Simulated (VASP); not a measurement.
# The low-index faces of Os, part 5 of 5

How do surface energy, work function and relaxation of Os depend on the face?

VASP 6.6.1; PBEsol; plane waves and PAW (Os).

So far. Step 5 (Potential and states of the slab, 8 atoms, face …): The vacuum level lies 5.42 eV above the Fermi level at the upper face; both faces agree, as the slab has next to no dipole. Step 6 (Relaxing the slab, 12 atoms, face Os(10-10)): The run ended after 11 ionic steps, 0.215 eV below its first step, once the forces on the free atoms met EDIFFG = -0.03.

## Step 7: Vacuum level and density of states, 12 atoms, face Os(10-10)

INCAR reads:

```
SYSTEM = Os
PREC = Normal
ENCUT = 320
EDIFF = 1E-06
NELM = 120
ISMEAR = 1
SIGMA = 0.15
LREAL = .FALSE.
ALGO = Fast
GGA = PS
NBANDS = 60
LASPH = .TRUE.
LORBIT = 11
LWAVE = .FALSE.
LCHARG = .TRUE.
KPAR = 4
IDIPOL = 3
LDIPOL = .TRUE.
DIPOL = 0.5 0.5 0.5
LVHAR = .TRUE.
LVACPOTAV = .TRUE.
NEDOS = 1500
```

POSCAR reads:

```
Os
1.0
    2.7290302526      0.0000000000      0.0000000000
    0.0000000000      4.3111701926      0.0000000000
    0.0000000000      0.0000000000     27.6048508077
Os
12
Direct
    0.0000000000      0.0000000000      0.2760771123
    0.5000000000      0.0000000000      0.3569551777
    0.5000000000      0.5000000000      0.2998445347
    0.0000000000      0.0000000000      0.4432040641
    0.0000000000      0.5000000000      0.3854280561
    0.5000000000      0.0000000000      0.5282855215
    0.5000000000      0.5000000000      0.4717144785
    0.0000000000      0.0000000000      0.6145719439
    0.0000000000      0.5000000000      0.5567959359
    0.5000000000      0.0000000000      0.7001554653
    0.5000000000      0.5000000000      0.6430448223
    0.0000000000      0.5000000000      0.7239228877
```

KPOINTS reads:

```
Automatic mesh
0
Gamma
11 7 1
0 0 0
```

Potentials, in the order of the species: Os (PBE family, release 64).

Run with:

```sh
$ mpirun -np 4 vasp_std
```

Output:

```text
[... set-up lines as in an earlier step ...]
 entering main loop
       N       E                     dE             d eps       ncg     rms          rms(c)
DAV:   1     0.519424677335E+03    0.51942E+03   -0.32889E+04  2888   0.965E+02
DAV:   2    -0.884314212965E+02   -0.60786E+03   -0.56331E+03  3368   0.378E+02
DAV:   3    -0.146523876332E+03   -0.58092E+02   -0.55052E+02  3760   0.945E+01
DAV:   4    -0.150254075919E+03   -0.37302E+01   -0.36087E+01  4184   0.219E+01
DAV:   5    -0.150409779411E+03   -0.15570E+00   -0.15335E+00  4324   0.378E+00    0.605E+01
RMM:   6    -0.144412770969E+03    0.59970E+01   -0.97591E+00  3085   0.127E+01    0.248E+01
RMM:   7    -0.218465118178E+03   -0.74052E+02   -0.15162E+02  5114   0.297E+01    0.533E+01
RMM:   8    -0.142839655189E+03    0.75625E+02   -0.40506E+01  4306   0.188E+01    0.922E+00
RMM:   9    -0.141314802914E+03    0.15249E+01   -0.11442E+01  4072   0.771E+00    0.371E+00
RMM:  10    -0.141173015229E+03    0.14179E+00   -0.15228E+00  3620   0.398E+00    0.231E+00
RMM:  11    -0.141219766685E+03   -0.46751E-01   -0.52997E-01  4428   0.187E+00    0.185E+00
RMM:  12    -0.141225965918E+03   -0.61992E-02   -0.60242E-02  3944   0.703E-01    0.169E+00
RMM:  13    -0.141223265530E+03    0.27004E-02   -0.32374E-02  3593   0.619E-01    0.129E+00
RMM:  14    -0.141209227754E+03    0.14038E-01   -0.27428E-02  3657   0.533E-01    0.681E-01
RMM:  15    -0.141204165857E+03    0.50619E-02   -0.84279E-03  4059   0.280E-01    0.511E-01
RMM:  16    -0.141201766569E+03    0.23993E-02   -0.37926E-03  4134   0.148E-01    0.398E-01
RMM:  17    -0.141199021227E+03    0.27453E-02   -0.36158E-03  4008   0.156E-01    0.205E-01
RMM:  18    -0.141198732827E+03    0.28840E-03   -0.10883E-03  4197   0.872E-02    0.155E-01
RMM:  19    -0.141198285693E+03    0.44713E-03   -0.13905E-03  4230   0.815E-02    0.475E-02
RMM:  20    -0.141198319150E+03   -0.33457E-04   -0.38269E-04  4281   0.460E-02    0.256E-02
RMM:  21    -0.141198340023E+03   -0.20873E-04   -0.78842E-05  4270   0.218E-02    0.314E-02
RMM:  22    -0.141198341114E+03   -0.10904E-05   -0.12682E-05  3358   0.107E-02    0.237E-02
RMM:  23    -0.141198341520E+03   -0.40601E-06   -0.11246E-05  3261   0.945E-03    0.103E-02
RMM:  24    -0.141198353870E+03   -0.12350E-04   -0.12151E-05  3264   0.751E-03    0.521E-03
RMM:  25    -0.141198367882E+03   -0.14012E-04   -0.52006E-06  2566   0.544E-03    0.805E-03
RMM:  26    -0.141198375759E+03   -0.78773E-05   -0.13698E-06  2014   0.394E-03    0.598E-03
RMM:  27    -0.141198382317E+03   -0.65582E-05   -0.77067E-07  1948   0.276E-03    0.311E-03
RMM:  28    -0.141198391698E+03   -0.93810E-05   -0.11800E-06  1997   0.293E-03    0.315E-03
RMM:  29    -0.141198394954E+03   -0.32554E-05   -0.25536E-07  1780   0.251E-03    0.197E-03
RMM:  30    -0.141198397259E+03   -0.23051E-05   -0.91511E-08  1138   0.117E-03    0.162E-03
RMM:  31    -0.141198400121E+03   -0.28621E-05   -0.18475E-07  1683   0.181E-03    0.937E-04
RMM:  32    -0.141198400941E+03   -0.82066E-06   -0.58046E-08  1026   0.106E-03
 [... a notice as in an earlier step ...]

   1 F= -.14119840E+03 E0= -.14119384E+03  d E =-.136849E-01
```

It took 55 s on 4 MPI ranks of Intel Xeon 6975P-C (Granite Rapids), shared host; peak memory 1.1 GiB.

From OUTCAR (step 7):

```text
   NELECT =      96.0000    total number of electrons

 dipolmoment           0.000000      0.000000     -0.000000 electrons x Angstroem

 E-fermi :   2.3418

 k-point     1 :       0.0000    0.0000    0.0000
  band No.  band energies     occupation
    ...
     48       1.3035      2.00000
     49       1.3177      2.00000
     50       1.5037      2.00000
     51       1.5124      2.00000
     52       2.3366      1.05877
     53       2.3963      0.42791
     54       2.4246      0.20580
     55       2.7946     -0.00017
     56       3.3717     -0.00000
     57       3.5687     -0.00000
    ...

  Total       -8.5684272     -5.7443800     -1.1745721      0.0000000      0.0000000      0.0000000
  in kB      -42.2690779    -28.3377147     -5.7943047      0.0000000      0.0000000      0.0000000
  external PRESSURE =     -25.4670324 kB  Pullay stress =       0.0000000 kB

 POSITION                                       TOTAL-FORCE (eV/Angst)
 -----------------------------------------------------------------------------------
      0.00000      0.00000      7.62107         0.000000      0.000000     -0.000895
      1.36452      0.00000      9.85369         0.000000      0.000000     -0.006556
      1.36452      2.15559      8.27716         0.000000      0.000000      0.005683
      0.00000      0.00000     12.23458         0.000000      0.000000     -0.001879
      0.00000      2.15559     10.63968         0.000000      0.000000      0.003807
      1.36452      0.00000     14.58324         0.000000      0.000000      0.000840
      1.36452      2.15559     13.02161         0.000000      0.000000     -0.000840
      0.00000      0.00000     16.96517         0.000000      0.000000     -0.003807
      0.00000      2.15559     15.37027         0.000000      0.000000      0.001879
      1.36452      0.00000     19.32769         0.000000      0.000000     -0.005683
      1.36452      2.15559     17.75116         0.000000      0.000000      0.006556
      0.00000      2.15559     19.98378         0.000000      0.000000      0.000895
 -----------------------------------------------------------------------------------
    total drift:                                0.000000     -0.000000     -0.000000

  FREE ENERGIE OF THE ION-ELECTRON SYSTEM (eV)
  ---------------------------------------------------
  free  energy   TOTEN  =      -141.1984009415 eV

  energy  without entropy=     -141.1847160674  energy(sigma->0) =     -141.19383932

 vacuum level on the upper side and lower side of the slab         7.574         7.574

[... 8 parts as in an earlier step ...]

[... 9 further parts left out ...]
```

This step gave:

| Property | Result |
| --- | --- |
| electronic cycles | 32 |
| vacuum levels | 7.574, 7.574 eV |
| work functions of the upper and lower face | 5.232, 5.232 eV |

The planar average of the electrostatic potential oscillates, so the rows of the table below give means over windows of 2.36 Å about each position, cut where the curve ends. Its maxima inside the range that stand out by 2 % of the span (Å: eV): 9.1: -5.77, 11.4: -5.37, 13.8: -5.71, 16.2: -5.37, 18.5: -5.77. Its minima: 8.0: -14.2, 10.3: -13.6, 12.6: -13.5, 15.0: -13.5, 17.3: -13.6, 19.6: -14.2.

Zero at the Fermi level. Planar average of the electrostatic potential against height; means over each step:

```csv
height (Å),planar average of the electrostatic potential (eV)
1.18,5.23
3.54,5.23
5.90,3.39
8.26,-9.53
10.62,-9.45
12.98,-9.51
15.34,-9.41
17.70,-9.59
20.06,-7.55
22.42,4.93
24.78,5.23
27.14,5.23
```

Density of states in the PAW spheres, an atom over height of the layer and energy from the Fermi level.

Ten even steps from '0' (0.19 states/eV) to '9' (1.61 states/eV), each cell a mean:
```
554232232455
954334433459
332222222233
542222222245
543333333345
864344443468
864676676468
764787787467
986988889689
786867768687
568788887865
455354453554
774443344477
566666666665
235444444532
245555555542
234444444432
456433334654
247555555742
125555555521
124433334421
001122221100
```
Columns: height of the layer (Å) from 7.6 to 20 (not evenly spaced); rows upwards: energy from the Fermi level (eV) from -7.9 to 0.5.

Valence density in the ca plane at fractional y = 0.000, with atoms of Os within 0.2 Å of it. It is the smooth field of the valence electrons, not physical close to the nuclei.

Values in e/Å³, 5 rows by 16 columns, each cell a mean:
```
0.5 0.5 0.7 1.4 0.6 0.6 0.5 0.9 1.3 0.5 0.6 0.3 0.0 0.0 0.0 0.0
1.0 1.0 0.5 0.7 0.5 1.2 0.8 0.5 0.6 0.6 1.3 0.5 0.0 0.0 0.0 0.0
1.2 1.3 0.4 0.5 0.5 1.5 1.0 0.4 0.4 0.6 1.6 0.6 0.0 0.0 0.0 0.0
0.8 0.8 0.5 0.9 0.5 1.0 0.7 0.7 0.9 0.5 1.0 0.4 0.0 0.0 0.0 0.0
0.5 0.4 0.7 1.5 0.6 0.5 0.4 1.0 1.4 0.5 0.5 0.2 0.0 0.0 0.0 0.0
```
Columns run along c (16.0 Å, from fractional 0.33 to 0.91 of the cell), rows up along a (2.7 Å). Atoms in or near the plane, at fractional coordinates: Os at (0.36, 0.50), Os at (0.44, 0.00), Os at (0.53, 0.50), Os at (0.61, 0.00), Os at (0.70, 0.50).

The map of layer states is cut here 0.5 eV above the Fermi level, so it leaves out the states above that.

The vacuum level lies 5.23 eV above the Fermi level at the upper face; both faces agree, as the slab has next to no dipole.

The program found no field-free point at its default tolerance, but its printed level agrees with the flat part of the planar average.

On this mesh the fine structure of the density of states is sampling noise, and high empty states may be cut by the number of bands.

## Step 8: The faces side by side

This step: surfaces of a metal, PBEsol; plane waves and PAW (VASP 6.6.1).

No new run; the numbers come from the runs before.

Symmetric slabs, all atoms free. All faces:

```
     face  layers  area a surface atom (Å²)  work function (eV)  surface energy as cut (J/m²)  surface energy relaxed (J/m²)  change of the top spacing (%)
 Os(0001)       8                      6.45               5.417                         3.503                          3.386                          -3.81
Os(10-10)      12                     11.77               5.232                          4.03                          3.884                         -16.72
```

Each surface energy is the slab's energy less its number of atoms times the bulk energy of -12.2415 eV, over twice the cell's area.

## Step 9: Results

| Item | Value |
| --- | --- |
| Os(0001) | 3.39 J/m², 5.42 eV |
| Os(10-10) | 3.88 J/m², 5.23 eV |

The cheapest face is Os(0001) at 3.39 J/m², against 3.88 for Os(10-10). The work functions are 5.42 eV for Os(0001) and 5.23 eV for Os(10-10). The densest face has the highest work function, as the smoothing of the electron density over an open face lowers the surface dipole. The densest face is also the cheapest, since it cuts the fewest bonds an area. The top spacing changes by -3.8 % on Os(0001) and -16.7 % on Os(10-10). Of the two ends of the prism face, the one with the short outer spacing was run. One thickness was run for each face, and bulk and slab meshes don't match, which leaves some hundredths of a J/m². The cells are 1 × 1 and can't reconstruct. Spin-orbit coupling is left out, which matters for a heavy metal.

[Lines on the potential files, build, host, timing and source positions are cut from VASP's logs without a mark.]

[Logs are printed without paths, hosts, clocks, repeated set-up lines and the standing remarks that a program may print on its own settings, such as how far it seeks lower states.]

[Hosts, paths, dates, database ids (printed as entryN), source tags and the programs' standing remarks are cut or masked in the printed files.]

[Runs that stopped without an error message from VASP are left out.]
